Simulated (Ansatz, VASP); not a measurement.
# Si2Sb: VASP beside Ansatz

Wanted: the spread between two codes on one cell, functional and k mesh. The cell is invented: As first built, before any earlier steps moved the atoms (in the runner's words): it takes the YSi2 structure with some of its atoms replaced by other elements, volume scaled by an estimate. It may not be a known or stable phase. The cell is taken from a series of VASP runs on this material, whose earlier steps may have relaxed, scaled or displaced it; both programs get it as it stands. Other levels of theory on this material are compared in a session of their own.

Program: Ansatz 0.2.0. Level of theory: plane waves, with VASP 6.6.1 beside it; band structure at HSE06, spin-orbit coupling. Results are calculated unless marked as measured.

## (1) The starting structure

The structure is hexagonal, space group P6/mmm (No. 191). The conventional cell has a = 4.057 Å, b = 4.057 Å, c = 4.407 Å, α = 90.00°, β = 90.00°, γ = 120.00°. Sb has 12 Si at 3.22 Å nearest. Nearest to Si lie 3 Si at 2.34 Å and 6 Sb at 3.22 Å. As first built, before any earlier steps moved the atoms (in the runner's words): sites of the YSi2 structure (space group 191) filled with other elements, volume scaled by an estimate. Farther neighbours are not listed.

## (2) VASP: band structure, HSE06, spin-orbit coupling

A single point gives forces, pressure and levels at one fixed geometry, so differences don't come from the geometry; what else differs is listed under the comparison.

Lines of VASP's logs that name or quote its potential files are left out, and so is its time.

The run reads the wave functions of an earlier VASP run, which isn't shown here.

File INCAR:

```
SYSTEM = Si2Sb
PREC = Accurate
ENCUT = 400
EDIFF = 1E-06
NELM = 100
ISMEAR = 0
SIGMA = 0.02
LREAL = .FALSE.
ALGO = Normal
LHFCALC = .TRUE.
AEXX = 0.25
GGA = PE
HFSCREEN = 0.2
LASPH = .TRUE.
LNONCOLLINEAR = .TRUE.
MAGMOM = 0 0 0 0 0 0 0 0 0
NBANDS = 24
GGA_COMPAT = .FALSE.
LSORBIT = .TRUE.
PRECFOCK = Fast
LORBIT = 11
LWAVE = .FALSE.
LCHARG = .FALSE.
KPAR = 4
```

File POSCAR:

```
Si2Sb
1.0
    4.0565899002      0.0000000000      0.0000000000
   -2.0282949501      3.5131099905      0.0000000000
    0.0000000000      0.0000000000      4.4065027854
Sb Si
1 2
Direct
    0.0000000000      0.0000000000      0.0000000000
    0.3333333300      0.6666666700      0.5000000000
    0.6666666700      0.3333333300      0.5000000000
```

File KPOINTS:

```
Automatic mesh
0
Gamma
4 4 3
0 0 0
```

File KPOINTS_OPT:

```
Line mode
6
Line-mode
Reciprocal
  0.00000000   0.00000000   0.00000000 GAMMA
  0.50000000   0.00000000   0.00000000 M

  0.50000000   0.00000000   0.00000000 M
  0.33333333   0.33333333   0.00000000 K

  0.33333333   0.33333333   0.00000000 K
  0.00000000   0.00000000   0.00000000 GAMMA

  0.00000000   0.00000000   0.00000000 GAMMA
  0.00000000   0.00000000   0.50000000 A

  0.00000000   0.00000000   0.50000000 A
  0.50000000   0.00000000   0.50000000 L

  0.50000000   0.00000000   0.50000000 L
  0.33333333   0.33333333   0.50000000 H

  0.33333333   0.33333333   0.50000000 H
  0.00000000   0.00000000   0.50000000 A

  0.50000000   0.00000000   0.50000000 L
  0.50000000   0.00000000   0.00000000 M

  0.33333333   0.33333333   0.00000000 K
  0.33333333   0.33333333   0.50000000 H
```

The projector-augmented-wave data sets are Sb and Si (PBE family, release 64).

Started as:

```sh
mpirun -np 4 vasp_ncl
```

Numbers of over 12 decimals in the logs are rounded to 6 here.

What it wrote:

```text
[banner, memory and clock lines left out]
running    4 mpi-ranks, on    1 nodes
 distrk:  each k-point on    1 cores,    4 groups
 distr:  one band on    1 cores,    1 groups

 POSCAR found type information on POSCAR SbSi
 POSCAR found :  2 types and       3 ions
 LDA part: xc-table for (Slater+PW92), standard interpolation
 found WAVECAR, reading the header
 POSCAR, INCAR and KPOINTS ok, starting setup
 FFT: planning ... GRIDC
 FFT: planning ... GRID_SOFT
 FFT: planning ... GRID
 reading WAVECAR
 the WAVECAR file was read successfully
 initial charge from wavefunction
 entering main loop
       N       E                     dE             d eps       ncg     rms          rms(c)
DAV:   1    -0.157415651037E+02   -0.15742E+02   -0.17045E+00   384   0.851E+00    0.129E+01
DAV:   2    -0.157468730519E+02   -0.53079E-02   -0.23343E-02   424   0.133E+00    0.835E+00
DAV:   3    -0.157447953132E+02    0.20777E-02   -0.17555E-03   432   0.278E-01    0.514E+00
DAV:   4    -0.157442236646E+02    0.57165E-03   -0.61237E-04   408   0.144E-01    0.308E+00
DAV:   5    -0.157440750181E+02    0.14865E-03   -0.15179E-04   440   0.695E-02    0.184E+00
DAV:   6    -0.157440444329E+02    0.30585E-04   -0.47440E-05   424   0.376E-02    0.110E+00
DAV:   7    -0.157440473403E+02   -0.29075E-05   -0.16609E-05   440   0.223E-02    0.653E-01
DAV:   8    -0.157440546569E+02   -0.73165E-05   -0.50050E-06   440   0.124E-02    0.387E-01
DAV:   9    -0.157440616594E+02   -0.70026E-05   -0.14280E-06   408   0.683E-03    0.230E-01
DAV:  10    -0.157440664651E+02   -0.48056E-05   -0.42028E-07   240   0.391E-03    0.137E-01
DAV:  11    -0.157440695213E+02   -0.30562E-05   -0.21429E-07   216   0.302E-03    0.812E-02
DAV:  12    -0.157440714528E+02   -0.19315E-05   -0.59986E-08   208   0.181E-03    0.482E-02
DAV:  13    -0.157440726318E+02   -0.11790E-05   -0.19134E-08   208   0.107E-03    0.290E-02
DAV:  14    -0.157440733292E+02   -0.69734E-06   -0.77490E-09   208   0.730E-04
   1 F= -.15744073E+02 E0= -.15744061E+02  d E =-.248027E-04  mag=     0.0000     0.0000     0.0000
 Start KPOINTS_OPT (optional k-point list driver)
k-point batch [1-8\54]
       N       E                     dE             ncg
DAV:   1     0.571567351507E+03   -0.83799E+03      384
DAV:   2     0.237595888780E+03   -0.33397E+03      456
DAV:   3     0.204760722979E+03   -0.32835E+02      464
DAV:   4     0.203943718206E+03   -0.81700E+00      480
DAV:   5     0.203929571363E+03   -0.14147E-01      472
DAV:   6     0.203929301991E+03   -0.26937E-03      472
DAV:   7     0.203929295905E+03   -0.60853E-05      440
DAV:   8     0.203929295702E+03   -0.20320E-06      360
[...]
k-point batch [49-54\54]
       N       E                     dE             ncg
DAV:   1     0.100046238331E+04   -0.19960E+04      288
DAV:   2     0.769680888395E+03   -0.23078E+03      360
DAV:   3     0.751229746481E+03   -0.18451E+02      336
DAV:   4     0.750863358265E+03   -0.36639E+00      320
DAV:   5     0.750857581287E+03   -0.57770E-02      328
DAV:   6     0.750857453444E+03   -0.12784E-03      344
DAV:   7     0.750857449874E+03   -0.35699E-05      320
DAV:   8     0.750857449748E+03   -0.12676E-06      232
```

Parts of OUTCAR (step 2):

```text
ion  position               nearest neighbor table
   1  0.000  0.000  0.000-   2 3.22   3 3.22   2 3.22   3 3.22   3 3.22   3 3.22   2 3.22   2 3.22
                             3 3.22   3 3.22   2 3.22   2 3.22
   2  0.333  0.667  0.500-   3 2.34   3 2.34   3 2.34   1 3.22   1 3.22   1 3.22   1 3.22   1 3.22
                             1 3.22
   3  0.667  0.333  0.500-   2 2.34   2 2.34   2 2.34   1 3.22   1 3.22   1 3.22   1 3.22   1 3.22
                             1 3.22

  LATTYP: Found a hexagonal cell.
 ALAT       =     4.0565899002
 C/A-ratio  =     1.0862578900

 Subroutine GETGRP returns: Found 24 space group operations
 (whereof 24 operations were pure point group operations)

The static configuration has the point symmetry D_6h.

 Found      8 irreducible k-points:

   k-points           NKPTS =      8   k-points in BZ     NKDIM =     48   number of bands    NBANDS=     24

   dimension x,y,z NGX =    28 NGY =   28 NGZ =   30
   dimension x,y,z NGXF=    56 NGYF=   56 NGZF=   60

   ENCUT  =  400.0 eV  29.40 Ry    5.42 a.u.   6.62  6.62  7.19*2*pi/ulx,y,z

   NELECT =      13.0000    total number of electrons

 k-points in reciprocal lattice and weights: Automatic mesh
   0.00000000  0.00000000  0.00000000       0.021
   0.25000000  0.00000000  0.00000000       0.125
   0.50000000  0.00000000  0.00000000       0.062
   0.25000000  0.25000000  0.00000000       0.125
   0.00000000  0.00000000  0.33333333       0.042
   0.25000000  0.00000000  0.33333333       0.250
   0.50000000  0.00000000  0.33333333       0.125
   0.25000000  0.25000000  0.33333333       0.250

  exchange ACFDT corr.  =         0.00000000  see jH, gK, PRB 81, 115126

 average (electrostatic) potential at core
       1 -81.2967       2 -78.5584       3 -78.5584

 E-fermi :   8.0489

 k-point     1 :       0.0000    0.0000    0.0000
  band No.  band energies     occupation
    ...
     12       6.6162      1.00000
     13       6.9260      1.00000
     14       6.9260      1.00000
     15       7.2417      1.00000
     16       7.2417      1.00000
     17      11.0424      0.00000
     18      11.0424      0.00000
     19      13.1502      0.00000
     20      13.1502      0.00000
     21      13.8039      0.00000
    ...

 k-point     2 :       0.2500    0.0000    0.0000
  band No.  band energies     occupation
    ...
      8       3.3265      1.00000
      9       3.4816      1.00000
     10       3.4816      1.00000
     11       6.1406      1.00000
     12       6.1406      1.00000
     13       8.9831      0.00000
     14       8.9831      0.00000
     15       9.8843      0.00000
     16       9.8843      0.00000
     17      10.0518      0.00000
    ...

 k-point     3 :       0.5000    0.0000    0.0000
  band No.  band energies     occupation
    ...
     12       6.2470      1.00000
     13       6.4786      1.00000
     14       6.4786      1.00000
     15       7.9142      1.00000
     16       7.9142      1.00000
     17       9.9516      0.00000
     18       9.9516      0.00000
     19      11.4212      0.00000
     20      11.4212      0.00000
     21      13.7372      0.00000
    ...

  energy-cutoff  :      400.00
  volume of cell :       62.80
      direct lattice vectors                 reciprocal lattice vectors
     4.056589900  0.000000000  0.000000000     0.246512471  0.142324038  0.000000000
    -2.028294950  3.513109990  0.000000000     0.000000000  0.284648076  0.000000000
     0.000000000  0.000000000  4.406502785     0.000000000  0.000000000  0.226937335

 POSITION                                       TOTAL-FORCE (eV/Angst)
 -----------------------------------------------------------------------------------
      0.00000      0.00000      0.00000        -0.000000      0.000000      0.000000
     -0.00000      2.34207      2.20325         0.000000     -0.000000      0.000000
      2.02829      1.17104      2.20325        -0.000000      0.000000      0.000000
 -----------------------------------------------------------------------------------
    total drift:                                0.000001     -0.000000     -0.000001

  FREE ENERGIE OF THE ION-ELECTRON SYSTEM (eV)
  ---------------------------------------------------
  free  energy   TOTEN  =       -15.7440733292 eV

  energy  without entropy=      -15.7440485265  energy(sigma->0) =      -15.74406093

 Spin-Orbit-Coupling matrix elements
 Ion:    1  E_soc:     -0.1594049
 Ion:    2  E_soc:     -0.0002413
 Ion:    3  E_soc:     -0.0002413

 total charge
# of ion       s       p       d       tot
------------------------------------------
    1        1.257   1.192   0.036   2.484
    2        0.863   0.766   0.000   1.630
    3        0.863   0.766   0.000   1.630
--------------------------------------------------
tot          2.983   2.724   0.036   5.744

 magnetization (x)
# of ion       s       p       d       tot
------------------------------------------
    1        0.000   0.000   0.000   0.000
    2        0.000   0.000   0.000   0.000
    3        0.000   0.000   0.000   0.000
--------------------------------------------------
tot          0.000   0.000   0.000   0.000

 magnetization (y)
# of ion       s       p       d       tot
------------------------------------------
    1       -0.000   0.000   0.000   0.000
    2        0.000   0.000   0.000   0.000
    3        0.000   0.000   0.000   0.000
--------------------------------------------------
tot         -0.000   0.000   0.000   0.000

 magnetization (z)
# of ion       s       p       d       tot
------------------------------------------
    1        0.000   0.000  -0.000   0.000
    2        0.000   0.000   0.000   0.000
    3        0.000   0.000   0.000   0.000
--------------------------------------------------
tot          0.000   0.000  -0.000   0.000

[... 3 further parts left out ...]
```

(Continued in part 2 of 2.)

[Lines on the potential files, build, host, timing and source positions are cut from VASP's logs without a mark.]

[Logs are printed without paths, hosts, clocks, repeated set-up lines and the standing remarks that a program may print on its own settings, such as how far it seeks lower states.]

[Hosts, paths, dates, database ids (printed as entryN), source tags and the programs' standing remarks are cut or masked in the printed files.]
